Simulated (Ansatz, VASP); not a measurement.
# Cross-check of SiC (Moissanite) between VASP and Ansatz, part 2 of 2

Wanted: the spread between two codes on one cell, functional and k mesh. The cell is taken from a series of runs on this material, whose earlier steps may have relaxed, scaled, displaced or heated it; both programs get it as it stands.

VASP 6.6.1 and Ansatz 0.2.0.

So far: Starting point; Ansatz: dielectric response, r2SCAN.

## (3) VASP: dielectric response, r2SCAN

Level of this step: r2SCAN; plane waves and PAW (Si, C) (VASP).

The same cell, functional and mesh now go to VASP, with its own data sets.

Lines of VASP's logs that name or quote its potential files are left out, and so is its time.

INCAR reads:

```
SYSTEM = SiC
PREC = Accurate
ENCUT = 580
EDIFF = 1E-08
NELM = 120
ISMEAR = 0
SIGMA = 0.01
LREAL = .FALSE.
ALGO = Normal
METAGGA = R2SCAN
LASPH = .TRUE.
NBANDS = 14
LORBIT = 11
LWAVE = .FALSE.
LCHARG = .FALSE.
ISIF = 2
LCALCEPS = .TRUE.
LPEAD = .TRUE.
GGA_COMPAT = .FALSE.
EFERMI = MIDGAP
LMIXTAU = .TRUE.
KPAR = 2
```

POSCAR reads:

```
SiC
1.0
    3.0760000000      0.0000000000      0.0000000000
   -1.5380000000      2.6638941420      0.0000000000
    0.0000000000      0.0000000000      5.0480000000
Si C
2 2
Direct
    0.6666666666      0.3333333332      0.5000000000
    0.3333333332      0.6666666666      0.0000000000
    0.6666666666      0.3333333332      0.8850000000
    0.3333333332      0.6666666666      0.3850000000
```

KPOINTS reads:

```
Automatic mesh
0
Gamma
8 8 5
0 0 0
```

Potentials, in the order of the species: Si and C (PBE family, release 64).

On the command line:

```console
mpirun -np 2 vasp_std
```

Numbers of over 12 decimals in the logs are rounded to 6 here.

What it wrote:

```text
[banner, memory and clock lines left out]
running    2 mpi-ranks, on    1 nodes
 distrk:  each k-point on    1 cores,    2 groups
 distr:  one band on    1 cores,    1 groups

 POSCAR found type information on POSCAR SiC
 POSCAR found :  2 types and       4 ions
|                                                                             |
|               ----> ADVICE to this user running VASP <----                  |
|                                                                             |
|     You enforced a specific xc type in the INCAR file but a different       |
|     [... a line on the potential file left out ...]
|     I HOPE YOU KNOW WHAT YOU ARE DOING!                                     |
|                                                                             |

 LDA part: xc-table for (None), standard interpolation
 POSCAR, INCAR and KPOINTS ok, starting setup
 FFT: planning ... GRIDC
 FFT: planning ... GRID_SOFT
 FFT: planning ... GRID
 WAVECAR not read
 entering main loop
       N       E                     dE             d eps       ncg     rms          rms(c)
DAV:   1     0.237914518492E+02    0.23791E+02   -0.81543E+03   840   0.117E+03
DAV:   2    -0.415265135076E+02   -0.65318E+02   -0.59763E+02  1202   0.179E+02
DAV:   3    -0.445979802668E+02   -0.30715E+01   -0.30541E+01  1152   0.380E+01
DAV:   4    -0.446274713530E+02   -0.29491E-01   -0.29484E-01   954   0.441E+00
DAV:   5    -0.446278505359E+02   -0.37918E-03   -0.37913E-03  1158   0.472E-01    0.130E+01
DAV:   6    -0.389702287781E+02    0.56576E+01   -0.82728E+00  1056   0.183E+01    0.755E+00
DAV:   7    -0.380005061337E+02    0.96972E+00   -0.78841E-01  1086   0.671E+00    0.285E+00
DAV:   8    -0.383937945918E+02   -0.39329E+00   -0.70371E-01  1014   0.684E+00    0.176E+00
DAV:   9    -0.384126883421E+02   -0.18894E-01   -0.20503E-01   918   0.434E+00    0.438E-01
DAV:  10    -0.385946208446E+02   -0.18193E+00   -0.65287E-02   852   0.260E+00    0.390E-01
DAV:  11    -0.385971014820E+02   -0.24806E-02   -0.34733E-03  1134   0.550E-01    0.155E-01
DAV:  12    -0.386013941038E+02   -0.42926E-02   -0.40403E-03   846   0.684E-01    0.493E-02
DAV:  13    -0.386022353150E+02   -0.84121E-03   -0.42402E-04   900   0.234E-01    0.439E-02
DAV:  14    -0.386019841593E+02    0.25116E-03   -0.67999E-05  1104   0.931E-02    0.312E-02
DAV:  15    -0.386023699807E+02   -0.38582E-03   -0.20869E-04   852   0.152E-01    0.878E-03
DAV:  16    -0.386023893110E+02   -0.19330E-04   -0.59777E-06  1104   0.285E-02    0.540E-03
DAV:  17    -0.386023894947E+02   -0.18371E-06   -0.41738E-07   948   0.679E-03    0.198E-03
DAV:  18    -0.386023904831E+02   -0.98837E-06   -0.11432E-07  1098   0.329E-03    0.178E-03
DAV:  19    -0.386023903477E+02    0.13539E-06   -0.60525E-08   906   0.279E-03    0.793E-04
DAV:  20    -0.386023906546E+02   -0.30691E-06   -0.14895E-08   672   0.140E-03    0.505E-04
DAV:  21    -0.386023905694E+02    0.85225E-07   -0.70178E-09   618   0.100E-03    0.357E-04
DAV:  22    -0.386023906039E+02   -0.34531E-07   -0.46531E-09   510   0.720E-04    0.658E-05
DAV:  23    -0.386023905993E+02    0.46457E-08   -0.11200E-09   486   0.256E-04
       N       E                     dE             d eps       ncg     rms          rms(c)
SDA:   1    -0.386023906795E+02   -0.38602E+02   -0.95133E-11  2268   0.238E-10   0.000E+00
DMP:   2    -0.386023906895E+02   -0.99949E-08   -0.49290E-10  2268   0.122E-09   0.452E-11
 final diagonalization occupied
 p_tot=( -0.130E-08 -0.193E-08 -0.543E+01 )
       N       E                     dE             d eps       ncg     rms          rms(c)
 p_tot=( -0.130E-08 -0.193E-08 -0.543E+01 )
dp_tot=(  0.000E+00  0.000E+00  0.000E+00 )  diag[e(oo)]=(  1.00000    ---      ---   )
SDA:   1    -0.386023906896E+02   -0.10037E-07   -0.32826E-04  2268   0.821E-04   0.000E+00
 p_tot=(  0.328E-02 -0.215E-06 -0.543E+01 )
dp_tot=(  0.328E-02 -0.213E-06 -0.103E-07 )  diag[e(oo)]=(  2.43603    ---      ---   )
DMP:   2    -0.386024180678E+02   -0.27378E-04   -0.26822E-04  2268   0.386E-04   0.548E-04
 p_tot=(  0.718E-02 -0.465E-06 -0.543E+01 )
dp_tot=(  0.718E-02 -0.463E-06 -0.102E-06 )  diag[e(oo)]=(  4.14132    ---      ---   )
DMP:   3    -0.386024379810E+02   -0.19913E-04   -0.12170E-04  2268   0.135E-04   0.325E-04
 p_tot=(  0.102E-01 -0.652E-06 -0.543E+01 )
dp_tot=(  0.102E-01 -0.650E-06 -0.332E-06 )  diag[e(oo)]=(  5.45459    ---      ---   )
DMP:   4    -0.386024464427E+02   -0.84616E-05   -0.51736E-05  2268   0.677E-05   0.119E-04
 p_tot=(  0.119E-01 -0.754E-06 -0.543E+01 )
dp_tot=(  0.119E-01 -0.752E-06 -0.688E-06 )  diag[e(oo)]=(  6.20714    ---      ---   )
DMP:   5    -0.386024500492E+02   -0.36066E-05   -0.24861E-05  2268   0.358E-05   0.508E-05
 p_tot=(  0.126E-01 -0.791E-06 -0.543E+01 )
dp_tot=(  0.126E-01 -0.789E-06 -0.111E-05 )  diag[e(oo)]=(  6.52094    ---      ---   )
[...]
dp_tot=(  0.128E-01 -0.789E-06 -0.190E-05 )  diag[e(oo)]=(  6.58491    ---      ---   )
DMP:   8    -0.386024521903E+02   -0.39005E-07   -0.87978E-07  2268   0.375E-06  -0.298E-06
 p_tot=(  0.127E-01 -0.787E-06 -0.543E+01 )
dp_tot=(  0.127E-01 -0.785E-06 -0.219E-05 )  diag[e(oo)]=(  6.56012    ---      ---   )
DMP:   9    -0.386024522270E+02   -0.36754E-07   -0.10761E-06  2268   0.287E-06  -0.355E-07
 p_tot=(  0.127E-01 -0.784E-06 -0.543E+01 )
[...]
p_tot=( -0.779E-06  0.126E-01 -0.543E+01 )
dp_tot=( -0.747E-06  0.126E-01 -0.105E-05 )  diag[e(oo)]=(    ---    6.52054    ---   )
DMP:   6    -0.386024516810E+02   -0.16359E-05   -0.90719E-06  2268   0.126E-05   0.195E-05
 p_tot=( -0.790E-06  0.128E-01 -0.543E+01 )
dp_tot=( -0.758E-06  0.128E-01 -0.147E-05 )  diag[e(oo)]=(    ---    6.59571    ---   )
DMP:   7    -0.386024521469E+02   -0.46592E-06   -0.19602E-06  2268   0.462E-06   0.537E-07
 p_tot=( -0.790E-06  0.128E-01 -0.543E+01 )
dp_tot=( -0.758E-06  0.128E-01 -0.184E-05 )  diag[e(oo)]=(    ---    6.58451    ---   )
DMP:   8    -0.386024521858E+02   -0.38893E-07   -0.87969E-07  2268   0.375E-06  -0.298E-06
 p_tot=( -0.788E-06  0.127E-01 -0.543E+01 )
dp_tot=( -0.756E-06  0.127E-01 -0.213E-05 )  diag[e(oo)]=(    ---    6.55972    ---   )
DMP:   9    -0.386024522226E+02   -0.36770E-07   -0.10760E-06  2268   0.287E-06  -0.355E-07
 p_tot=( -0.785E-06  0.127E-01 -0.543E+01 )
dp_tot=( -0.753E-06  0.127E-01 -0.232E-05 )  diag[e(oo)]=(    ---    6.53803    ---   )
DMP:  10    -0.386024522976E+02   -0.75041E-07   -0.88523E-07  2268   0.165E-06   0.108E-06
 p_tot=( -0.781E-06  0.126E-01 -0.543E+01 )
dp_tot=( -0.749E-06  0.126E-01 -0.243E-05 )  diag[e(oo)]=(    ---    6.51470    ---   )
DMP:  11    -0.386024523620E+02   -0.64369E-07   -0.55892E-07  2268   0.867E-07   0.102E-06
 p_tot=( -0.776E-06  0.125E-01 -0.543E+01 )
dp_tot=( -0.744E-06  0.125E-01 -0.248E-05 )  diag[e(oo)]=(    ---    6.48578    ---   )
DMP:  12    -0.386024524030E+02   -0.40979E-07   -0.31644E-07  2268   0.446E-07   0.664E-07
 p_tot=( -0.772E-06  0.125E-01 -0.543E+01 )
dp_tot=( -0.740E-06  0.125E-01 -0.248E-05 )  diag[e(oo)]=(    ---    6.45397    ---   )
DMP:  13    -0.386024524258E+02   -0.22830E-07   -0.15359E-07  2268   0.198E-07   0.358E-07
 p_tot=( -0.769E-06  0.124E-01 -0.543E+01 )
dp_tot=( -0.737E-06  0.124E-01 -0.247E-05 )  diag[e(oo)]=(    ---    6.42541    ---   )
DMP:  14    -0.386024524361E+02   -0.10272E-07   -0.57682E-08  2268   0.738E-08   0.136E-07
 p_tot=( -0.766E-06  0.124E-01 -0.543E+01 )
dp_tot=( -0.734E-06  0.124E-01 -0.245E-05 )  diag[e(oo)]=(    ---    6.40487    ---   )
DMP:  15    -0.386024524394E+02   -0.32697E-08   -0.17626E-08  2268   0.315E-08   0.242E-08
 final diagonalization full
 p_tot=( -0.765E-06  0.123E-01 -0.543E+01 )
dp_tot=( -0.733E-06  0.123E-01 -0.243E-05 )  diag[e(oo)]=(    ---    6.39359    ---   )
       N       E                     dE             d eps       ncg     rms          rms(c)
SDA:   1    -0.386023906396E+02    0.61796E-04   -0.30860E-11   882   0.772E-11   0.000E+00
DMP:   2    -0.386023906897E+02   -0.50108E-07   -0.54966E-12   882   0.231E-11  -0.245E-11
DMP:   3    -0.386023906897E+02   -0.13188E-10   -0.69243E-12   882   0.147E-11   0.695E-12
 final diagonalization occupied
 p_tot=(  0.196E-09 -0.590E-08 -0.543E+01 )
       N       E                     dE             d eps       ncg     rms          rms(c)
 p_tot=(  0.196E-09 -0.590E-08 -0.543E+01 )
dp_tot=(  0.000E+00  0.000E+00  0.000E+00 )  diag[e(oo)]=(    ---      ---    1.00000 )
SDA:   1    -0.385945113472E+02    0.78793E-02   -0.33797E-04   882   0.845E-04   0.000E+00
 p_tot=( -0.658E-09 -0.515E-08 -0.543E+01 )
dp_tot=( -0.854E-09  0.753E-09  0.338E-02 )  diag[e(oo)]=(    ---      ---    2.47849 )
DMP:   2    -0.385945396862E+02   -0.28339E-04   -0.28697E-04   882   0.417E-04   0.579E-04
 p_tot=( -0.162E-08 -0.433E-08 -0.542E+01 )
dp_tot=( -0.182E-08  0.157E-08  0.745E-02 )  diag[e(oo)]=(    ---      ---    4.25995 )
DMP:   3    -0.385945612715E+02   -0.21585E-04   -0.13961E-04   882   0.156E-04   0.371E-04
 p_tot=( -0.230E-08 -0.381E-08 -0.542E+01 )
dp_tot=( -0.249E-08  0.209E-08  0.107E-01 )  diag[e(oo)]=(    ---      ---    5.67272 )
DMP:   4    -0.385945711492E+02   -0.98777E-05   -0.62475E-05   882   0.767E-05   0.153E-04
 p_tot=( -0.261E-08 -0.363E-08 -0.542E+01 )
dp_tot=( -0.280E-08  0.227E-08  0.126E-01 )  diag[e(oo)]=(    ---      ---    6.52943 )
DMP:   5    -0.385945755367E+02   -0.43875E-05   -0.30297E-05   882   0.399E-05   0.691E-05
 p_tot=( -0.267E-08 -0.368E-08 -0.542E+01 )
dp_tot=( -0.286E-08  0.222E-08  0.136E-01 )  diag[e(oo)]=(    ---      ---    6.93310 )
DMP:   6    -0.385945775549E+02   -0.20182E-05   -0.11720E-05   882   0.144E-05   0.287E-05
 p_tot=( -0.263E-08 -0.380E-08 -0.542E+01 )
dp_tot=( -0.282E-08  0.210E-08  0.139E-01 )  diag[e(oo)]=(    ---      ---    7.07335 )
DMP:   7    -0.385945781969E+02   -0.64197E-06   -0.27705E-06   882   0.464E-06   0.440E-06
 p_tot=( -0.259E-08 -0.390E-08 -0.542E+01 )
dp_tot=( -0.278E-08  0.200E-08  0.139E-01 )  diag[e(oo)]=(    ---      ---    7.10227 )
DMP:   8    -0.385945782769E+02   -0.79982E-07   -0.70894E-07   882   0.313E-06  -0.261E-06
 p_tot=( -0.257E-08 -0.395E-08 -0.542E+01 )
dp_tot=( -0.277E-08  0.195E-08  0.139E-01 )  diag[e(oo)]=(    ---      ---    7.09905 )
DMP:   9    -0.385945782955E+02   -0.18687E-07   -0.77917E-07   882   0.257E-06  -0.120E-06
 p_tot=( -0.258E-08 -0.396E-08 -0.542E+01 )
dp_tot=( -0.277E-08  0.194E-08  0.139E-01 )  diag[e(oo)]=(    ---      ---    7.08794 )
DMP:  10    -0.385945783571E+02   -0.61591E-07   -0.78244E-07   882   0.168E-06   0.531E-07
 p_tot=( -0.258E-08 -0.396E-08 -0.542E+01 )
dp_tot=( -0.277E-08  0.194E-08  0.139E-01 )  diag[e(oo)]=(    ---      ---    7.06956 )
DMP:  11    -0.385945784258E+02   -0.68673E-07   -0.57638E-07   882   0.954E-07   0.937E-07
 p_tot=( -0.257E-08 -0.395E-08 -0.542E+01 )
dp_tot=( -0.277E-08  0.195E-08  0.138E-01 )  diag[e(oo)]=(    ---      ---    7.04242 )
DMP:  12    -0.385945784766E+02   -0.50830E-07   -0.35626E-07   882   0.504E-07   0.744E-07
 p_tot=( -0.256E-08 -0.396E-08 -0.542E+01 )
dp_tot=( -0.275E-08  0.194E-08  0.137E-01 )  diag[e(oo)]=(    ---      ---    7.00996 )
DMP:  13    -0.385945785072E+02   -0.30588E-07   -0.18913E-07   882   0.239E-07   0.450E-07
 p_tot=( -0.254E-08 -0.396E-08 -0.542E+01 )
dp_tot=( -0.274E-08  0.194E-08  0.137E-01 )  diag[e(oo)]=(    ---      ---    6.97857 )
DMP:  14    -0.385945785223E+02   -0.15106E-07   -0.82957E-08   882   0.978E-08   0.211E-07
 p_tot=( -0.253E-08 -0.396E-08 -0.542E+01 )
dp_tot=( -0.273E-08  0.194E-08  0.136E-01 )  diag[e(oo)]=(    ---      ---    6.95369 )
DMP:  15    -0.385945785283E+02   -0.59769E-08   -0.29284E-08   882   0.374E-08   0.690E-08
 final diagonalization full
 p_tot=( -0.252E-08 -0.396E-08 -0.542E+01 )
dp_tot=( -0.272E-08  0.194E-08  0.136E-01 )  diag[e(oo)]=(    ---      ---    6.93757 )
   1 F= -.38594579E+02 E0= -.38594579E+02  d E =0.000000E+00
```

From OUTCAR (step 3):

```text
ion  position               nearest neighbor table
   1  0.667  0.333  0.500-   4 1.87   4 1.87   4 1.87   3 1.94   2 3.09   2 3.09   2 3.09   2 3.09
                             2 3.09   2 3.09
   2  0.333  0.667  0.000-   3 1.87   3 1.87   3 1.87   4 1.94   1 3.09   1 3.09   1 3.09   1 3.09
                             1 3.09   1 3.09
   3  0.667  0.333  0.885-   2 1.87   2 1.87   2 1.87   1 1.94
   4  0.333  0.667  0.385-   1 1.87   1 1.87   1 1.87   2 1.94

  LATTYP: Found a hexagonal cell.
 ALAT       =     3.0760000000
 C/A-ratio  =     1.6410923277

 Subroutine GETGRP returns: Found 12 space group operations
 (whereof  6 operations were pure point group operations)

The static configuration has the point symmetry C_3v.
 The point group associated with its full space group is C_6v.

 Found     30 irreducible k-points:

   k-points           NKPTS =     30   k-points in BZ     NKDIM =     30   number of bands    NBANDS=     14

   dimension x,y,z NGX =    24 NGY =   24 NGZ =   40
   dimension x,y,z NGXF=    48 NGYF=   48 NGZF=   80

   ENCUT  =  580.0 eV  42.63 Ry    6.53 a.u.   6.04  6.04  9.91*2*pi/ulx,y,z

   NELECT =      16.0000    total number of electrons

 k-points in reciprocal lattice and weights: Automatic mesh
   0.00000000  0.00000000  0.00000000       0.003
   0.12500000  0.00000000  0.00000000       0.019
   0.25000000  0.00000000  0.00000000       0.019
   0.37500000  0.00000000  0.00000000       0.019
   0.50000000  0.00000000  0.00000000       0.009
   0.12500000  0.12500000  0.00000000       0.019
   0.25000000  0.12500000  0.00000000       0.038
   0.37500000  0.12500000  0.00000000       0.038
   0.25000000  0.25000000  0.00000000       0.019
[...]
0.25000000  0.25000000  0.40000000       0.038
   0.37500000  0.25000000  0.40000000       0.038

 average (electrostatic) potential at core
       1 -83.3338       2 -83.3338       3 -46.6570       4 -46.6570

            Ionic dipole moment: p[ion]=(    -0.00000    -0.00000    -4.64416 ) |e| Angst

 Total electronic dipole moment: p[elc]=(    -0.00000     0.00000    -0.77436 ) |e| Angst

 MACROSCOPIC STATIC DIELECTRIC TENSOR (including local field effects)
 ------------------------------------------------------
           6.393785     0.000000     0.000000
           0.000000     6.393785    -0.000000
           0.000000     0.000000     6.937570
 ------------------------------------------------------

 PIEZOELECTRIC TENSOR (including local field effects) (C/m^2)
          XX          YY          ZZ          XY          YZ          ZX
  --------------------------------------------------------------------------------
  x     0.00000     0.00000    -0.00000     0.00000     0.00000     0.55698
  y    -0.00000     0.00000    -0.00000    -0.00000     0.55698     0.00000
  z     0.49363     0.49363    -0.77046    -0.00000     0.00000     0.00000

 BORN EFFECTIVE CHARGES (including local field effects) (in |e|, cummulative output)
 ---------------------------------------------------------------------------------
 ion    1
    1     2.66139     0.00000     0.00000
    2     0.00000     2.66139    -0.00000
    3    -0.00000     0.00000     2.89841
 ion    2
    1     2.66139     0.00000    -0.00000
    2     0.00000     2.66139     0.00000
    3     0.00000     0.00000     2.89841
 ion    3
    1    -2.66139     0.00000     0.00000
    2     0.00000    -2.66139     0.00000
    3     0.00000    -0.00000    -2.89841
 ion    4
    1    -2.66139     0.00000     0.00000
    2     0.00000    -2.66139     0.00000
    3     0.00000     0.00000    -2.89841

  Total        0.3177461      0.3177461     -0.7394290     -0.0000000      0.0000000      0.0000000
  in kB       12.3074521     12.3074521    -28.6407541     -0.0000000      0.0000000      0.0000000
  external PRESSURE =      -1.3419500 kB  Pullay stress =       0.0000000 kB

  energy-cutoff  :      580.00
  volume of cell :       41.36
      direct lattice vectors                 reciprocal lattice vectors
     3.076000000  0.000000000  0.000000000     0.325097529  0.187695146  0.000000000
    -1.538000000  2.663894142  0.000000000     0.000000000  0.375390292  0.000000000
     0.000000000  0.000000000  5.048000000     0.000000000  0.000000000  0.198098257

 POSITION                                       TOTAL-FORCE (eV/Angst)
 -----------------------------------------------------------------------------------
      1.53800      0.88796      2.52400        -0.000000      0.000000      0.770399
     -0.00000      1.77593      0.00000         0.000000      0.000000      0.770399
      1.53800      0.88796      4.46748        -0.000000      0.000000     -0.770399
     -0.00000      1.77593      1.94348         0.000000      0.000000     -0.770399
 -----------------------------------------------------------------------------------
    total drift:                                0.000000      0.000000      0.000397
```

## (4) Side by side

Known differences besides the potentials themselves: VASP keeps PBE cores, Ansatz makes them for the functional; fixed occupations in Ansatz, narrow Gaussian smearing in VASP; VASP's response is taken on the typed mesh, Ansatz refines its own for the field response alone; the cutoff is 500 eV in Ansatz and 580 eV in VASP; VASP takes ε∞ from a finite field, Ansatz from linear response. Total energies have different zeros and are not compared.

Both answers:

| quantity | Ansatz | VASP | difference |
| --- | --- | --- | --- |
| ε∞ xx | 6.43 | 6.39 | +0.57 % |
| ε∞ yy | 6.43 | 6.39 | +0.57 % |
| ε∞ zz | 6.96 | 6.94 | +0.33 % |

## (5) Results

- difference in ε∞ xx (dielectric response, r2SCAN): 0.57 %

The difference in ε∞ xx is 0.57 % (dielectric response, r2SCAN), within the 5 % picked in this series as the mark of a large difference. Such differences can come from data sets, numerical settings and the points named under the comparisons, not from the functional's error against experiment.

[Lines on the potential files, build, host, timing and source positions are cut from VASP's logs without a mark.]

[Logs are printed without paths, hosts, clocks, repeated set-up lines and the standing remarks that a program may print on its own settings, such as how far it seeks lower states.]

[Hosts, paths, dates, database ids (printed as entryN), source tags and the programs' standing remarks are cut or masked in the printed files.]
